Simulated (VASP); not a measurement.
Write the native input for VASP 6.6.1 that does the following.

```
Task                   : single point
Functional             : PBEsol
Potentials or basis    : VASP PAW PBE potentials, release 64 (O, B, Br, Bi_d)
Cutoff                 : 520 eV
k mesh                 : 4 × 4 × 2
Occupations            : fermi-dirac, width 0.05 eV
Spin                   : no spin polarisation
Dipole correction      : no
Further INCAR settings : ALGO = Fast; EDIFF = 1e-07; NBANDS = 42
```

The structure of Bi2BBrO4 lies in POSCAR:

```
Bi2BBrO4
1.0
    3.5987610000      0.0022110000      0.0741550000
    0.0022110000      3.5932930000      0.0304680000
    0.1711660000      0.0703270000      8.2246900000
O B Br Bi
4 1 1 2
Direct
    0.3831174443     -0.0027784661      0.8751798038
   -0.0659648490      0.4234456186      0.8824444547
    0.4371170879      1.0096070751      0.1149984831
   -0.0707635637      0.5390237340      0.1253892240
    0.1921563355      0.0750408849      0.9973730683
    1.0038442858      1.0201310916      0.4893368106
    0.5215792518      0.5292873129      0.7264975294
    0.4467227707      0.5071907503      0.2767261970
```

The cell was built by a generator and needn't be a form met in nature.

One way to write it, as run:

INCAR

```
PREC     = Accurate       # precision mode
ENCUT    = 520            # plane-wave cutoff, eV
EDIFF    = 1E-7           # SCF threshold, eV
ISMEAR   = -1             # smearing method
SIGMA    = 0.05           # smearing width, eV
LREAL    = F              # projectors in reciprocal space
LASPH    = T              # aspherical terms in the spheres
NELM     = 80             # most SCF steps
ALGO     = Fast           # electronic algorithm
ISIF     = 2              # what is computed and relaxed
LWAVE    = F              # write WAVECAR
LCHARG   = T              # write CHGCAR
GGA      = PS             # functional
LELF     = T              # ELF
LVHAR    = T            
NBANDS   = 42             # bands
```

KPOINTS

```
Automatic mesh
0
Gamma
  4 4 2
```

Potentials or basis: VASP PAW PBE potentials, release 64 (O, B, Br, Bi_d).

Run with:

```bash
$ cat potpaw_PBE.64/O/POTCAR potpaw_PBE.64/B/POTCAR potpaw_PBE.64/Br/POTCAR potpaw_PBE.64/Bi_d/POTCAR > POTCAR
$ mpirun -np 1 vasp_std > vasp.out
```

Results of the run:

| Quantity | Value |
| --- | --- |
| Pressure | 24.0 GPa |
| Largest force | 9.777 eV/Å |
| Band gap on the k mesh | 0.38 eV, indirect (least direct gap 0.70 eV) |

Caveat: the k mesh is coarse (spacing up to 0.44 Å⁻¹), so the values aren't converged; so large a pressure means that the cell lies far from this level's equilibrium, or that cutoff or potentials fall short; the potentials were made for another functional, which shifts forces and pressure; spin-orbit coupling is left out, which as a rule narrows the gap of such compounds by several tenths of an eV.

Wall time 54 s on 1 thread of Intel(R) Xeon(R) 6975P-C (Granite Rapids), on a shared host, peak memory 0.26 GiB.
